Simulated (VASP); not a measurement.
```
CELL_PARAMETERS angstrom
      0.00000     3.04312     3.04312
      3.04312     0.00000     3.04312
      3.04312     3.04312     0.00000
ATOMIC_POSITIONS crystal
  Pb 0.00000 0.00000 0.00000
  Se 0.50000 0.50000 0.50000
```

Level of theory: PW91 GGA, VASP's PBE PAW potentials (set 64) (plane waves; VASP). Run with 520 eV cut-off, 7×7×7 Γ-centred mesh, Gaussian smearing of 0.050 eV, potentials Pb_d Se.

Task: Give the stress tensor in GPa (positive for a compressed cell).

Result: 
```
3.37  0.00  0.00
0.00  3.37  0.00
0.00  0.00  3.37
```
The pressure is its mean diagonal, 3.37 GPa.

The compound is PbSe in the rock salt structure. This cell is one point of a volume scan, at 0.94 of the reference volume.
